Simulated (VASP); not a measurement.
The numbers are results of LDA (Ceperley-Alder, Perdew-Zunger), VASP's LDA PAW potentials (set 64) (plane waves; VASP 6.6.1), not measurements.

Input for VASP

**INCAR**
```
ALGO=Normal
EDIFF=1E-6
ENCUT=300
ISIF=2
ISMEAR=-1
LASPH=.TRUE.
LCHARG=.FALSE.
LMAXMIX=4
LREAL=.FALSE.
LWAVE=.FALSE.
NELM=100
PREC=Accurate
SIGMA=0.05
SYSTEM=Cs
```

POSCAR:
```
Cs
1
   -3.0500000000     3.0500000000     3.0500000000
    3.0500000000    -3.0500000000     3.0500000000
    3.0500000000     3.0500000000    -3.0500000000
Cs
1
Direct
  0.0000000000   0.0000000000   0.0000000000
```

KPOINTS:
```
Automatic mesh
0
gamma
 6 6 6
```

POTCAR, in this order: Cs_sv (LDA.64 set). Program: vasp_std.

Output of the run:

**OUTCAR**
```
 ion  position               nearest neighbor table
   1  0.000  0.000  0.000-
  LATTYP: Found a body centered cubic cell.
 ALAT       =     6.1000000000
 Subroutine PRICEL returns:
 Original cell was already a primitive cell.
 Subroutine GETGRP returns: Found 48 space group operations
The static configuration has the point symmetry O_h .
The dynamic configuration has the point symmetry O_h .
 Subroutine INISYM returns: Found 48 space group operations
 Subroutine IBZKPT returns following result:
 Found     16 irreducible k-points:

 Following reciprocal coordinates:
            Coordinates               Weight
  0.000000  0.000000  0.000000      1.000000
  0.166667  0.000000  0.000000     12.000000
  0.333333  0.000000  0.000000     12.000000
  0.500000  0.000000  0.000000      6.000000
  0.166667  0.166667  0.000000     24.000000
  0.333333  0.166667 -0.000000     48.000000
  0.333333  0.333333  0.000000      8.000000
  0.166667  0.166667  0.166667      8.000000
  0.333333  0.166667  0.166667     12.000000
 -0.166667  0.166667  0.166667      6.000000
 -0.333333  0.333333  0.166667     24.000000
  0.500000  0.500000  0.166667     12.000000
 -0.333333  0.500000  0.166667     24.000000
 -0.333333  0.333333  0.333333      6.000000
  0.500000  0.500000  0.333333     12.000000
  0.500000  0.500000  0.500000      1.000000
   k-points           NKPTS =     16   k-points in BZ     NKDIM =     16   number of bands    NBANDS=      8
   number of dos      NEDOS =    301   number of ions     NIONS =      1
   total plane-waves  NPLWV =  27000
   dimension x,y,z NGX =    30 NGY =   30 NGZ =   30
   dimension x,y,z NGXF=    60 NGYF=   60 NGZF=   60
   ions per type =               1
   PREC   = accura    normal or accurate (medium, high low for compatibility)
   ISTART =      0    job   : 0-new  1-cont  2-samecut
   ICHARG =      2    charge: 1-file 2-atom 10-const
...
```

### OSZICAR
```
       N       E                     dE             d eps       ncg     rms          rms(c)
DAV:   1     0.455702018933E+02    0.45570E+02   -0.23120E+03   256   0.534E+02
DAV:   2     0.223734175383E+01   -0.43333E+02   -0.43069E+02   336   0.107E+02
DAV:   3    -0.929207554390E+00   -0.31665E+01   -0.31656E+01   256   0.363E+01
DAV:   4    -0.970329575442E+00   -0.41122E-01   -0.41121E-01   480   0.500E+00
DAV:   5    -0.970343924816E+00   -0.14349E-04   -0.14349E-04   352   0.661E-02    0.129E-01
DAV:   6    -0.969796058030E+00    0.54787E-03   -0.13384E-03   424   0.197E-01    0.803E-02
DAV:   7    -0.969775727836E+00    0.20330E-04   -0.24612E-03   360   0.267E-01    0.342E-02
DAV:   8    -0.969812438229E+00   -0.36710E-04   -0.68979E-05   392   0.627E-02    0.311E-03
DAV:   9    -0.969813102082E+00   -0.66385E-06   -0.74402E-07   416   0.453E-03
   1 F= -.96981310E+00 E0= -.96059285E+00  d E =-.184405E-01
```

**OUTCAR**
```
------------------------ aborting loop because EDIFF is reached ----------------------------------------
  FORCE on cell =-STRESS in cart. coord.  units (eV):
  Direction    XX          YY          ZZ          XY          YZ          ZX
  --------------------------------------------------------------------------------------
  Total       -0.2421038     -0.2421038     -0.2421038     -0.0000000      0.0000000     -0.0000000
  in kB       -3.4178481     -3.4178481     -3.4178481     -0.0000000      0.0000000     -0.0000000
  external PRESSURE =      -3.4178481 kB  Pullay stress =       0.0000000 kB
  volume of cell :      113.49
      direct lattice vectors                 reciprocal lattice vectors
    -3.050000000  3.050000000  3.050000000     0.000000000  0.163934426  0.163934426
     3.050000000 -3.050000000  3.050000000     0.163934426  0.000000000  0.163934426
     3.050000000  3.050000000 -3.050000000     0.163934426  0.163934426  0.000000000
 POSITION                                       TOTAL-FORCE (eV/Angst)
 -----------------------------------------------------------------------------------
      0.00000      0.00000      0.00000         0.000000     -0.000000      0.000000
 -----------------------------------------------------------------------------------
    total drift:                               -0.000000     -0.000000      0.000000
  FREE ENERGIE OF THE ION-ELECTRON SYSTEM (eV)
  ---------------------------------------------------
  free  energy   TOTEN  =        -0.9698131021 eV

  energy  without entropy=       -0.9513725978  energy(sigma->0) =       -0.96059285
```
(Selected blocks of OUTCAR.)

At this cut-off the stress carries a Pulay error, which pulls relaxed volumes low.

The structure is a typed Cs crystal (Im-3m). The cell was not relaxed at this level. The run is one of a series of settings (GGA removed, POTCAR Cs_sv (LDA.64 set) against the base run), some of them coarse on purpose.
